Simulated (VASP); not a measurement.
# From VASP inputs to Ansatz: NiSe$_{2}$ (fluorite)

INCAR

```
ISIF = 3
IBRION = 2
LWAVE = .FALSE.
EDIFFG = -5E-3
LASPH = .TRUE.
EDIFF = 1E-7
LREAL = .FALSE.
NBANDS = 18
NSW = 40
LCHARG = .FALSE.
ENCUT = 600
NELM = 120
GGA = PS
ISMEAR = -1
PREC = Accurate
SIGMA = 0.02
```

KPOINTS

```
KPOINTS created by Atomic Simulation Environment
0
Gamma
6 6 6
0 0 0
```

POSCAR

```
Ni Se
 1.0000000000000000
     0.0000000000000000    3.0173250655852599    3.0173250655852599
     3.0173250655852599    0.0000000000000000    3.0173250655852599
     3.0173250655852599    3.0173250655852599    0.0000000000000000
 Ni  Se
   1   2
Cartesian
 -0.0000000000000000  0.0000000000000000 -0.0000000000000000
  1.5086625327926300  1.5086625327926300  1.5086625327926300
  4.5259875983778910  4.5259875983778910  4.5259875983778910
```

VASP ran with the recommended PBE PAW datasets (22 valence electrons in the cell).

Write an Ansatz input for this cell and level of theory.



```yaml
crystal:
  lattice:
    - [0.0, 3.0173250656, 3.0173250656]
    - [3.0173250656, 0.0, 3.0173250656]
    - [3.0173250656, 3.0173250656, 0.0]
  atoms:
    - { symbol: Ni, position: [0.0, 0.0, 0.0] }
    - { symbol: Se, position: [0.25, 0.25, 0.25] }
    - { symbol: Se, position: [0.75, 0.75, 0.75] }
kpoints:
  mp_grid: { grid: [6, 6, 6] }
hamiltonian:
  xc: pbesol
scf:
  occupations: { method: fermi_dirac, width: 0.02 }
relax:
  f_tol: 0.005
  cell: {}
```

Other inputs would serve too.

|  | VASP | Ansatz |
| --- | --- | --- |
| relaxed cell vector lengths | 4.198, 4.198, 4.198 Å | 4.196, 4.196, 4.196 Å |
| relaxed cell volume | 52.33 Å³ | 52.24 Å³ |

Each program uses its own PAW datasets. VASP's cell holds 22 valence electrons and Ansatz's 50.
